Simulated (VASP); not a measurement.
Input:

```
CELL_PARAMETERS angstrom
      1.67058    -2.89333     0.00000
      1.67058     2.89333     0.00000
      0.00000     0.00000     7.68595
ATOMIC_POSITIONS crystal
  Cd 0.66667 0.33333 0.53663
  Cd 0.33333 0.66667 0.03663
  Se 0.66667 0.33333 0.83937
  Se 0.33333 0.66667 0.33937
```

All values below come from PBE GGA, VASP's PBE PAW potentials (set 64) (plane waves; VASP). Settings: 500 eV cut-off, 11×11×4 Γ-centred mesh, first-order Methfessel-Paxton smearing of 0.10 eV, potentials Cd Se.

Question: Predict the energy per atom (σ→0), pressure, band gap (on the k-mesh) with the smallest direct gap where there is one.

Answer: 
The band gap (on the k-mesh) is none (metal, semimetal or under 0.01 eV). The energy per atom (σ→0) comes out as -1472 meV/atom and the pressure is 45.14 GPa.

The compound is CdSe in the wurtzite structure. It was relaxed first under an external pressure of 45 GPa.
